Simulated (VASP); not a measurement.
Given:

```xyz
2
Lattice="2.7739 0.0000 0.0000 0.0000 2.7739 0.0000 0.0000 0.0000 2.7739" Properties=species:S:1:pos:R:3 pbc="T T T"
Al     1.3869     1.3869     1.3869
Co     0.0000     0.0000     0.0000
```

Level of theory: LDA (Ceperley-Alder, Perdew-Zunger), VASP's LDA PAW potentials (set 64) (plane waves; VASP). Run with 500 eV cut-off, 13×13×13 Γ-centred mesh, first-order Methfessel-Paxton smearing of 0.10 eV, potentials Al Co.

What does the run give for the energy per atom (σ→0), pressure, band gap (on the k-mesh) with the smallest direct gap where there is one?

band gap (on the k-mesh): none (metal, semimetal or under 0.01 eV)
energy per atom (σ→0): -6.851 eV/atom
pressure: 5.01 GPa

The absolute energy has meaning only against runs of the same code, potentials and settings.

The compound is CoAl in the CsCl type structure. It was relaxed first under an external pressure of 5 GPa. The run is not spin-polarised, so no magnetic state was tried.
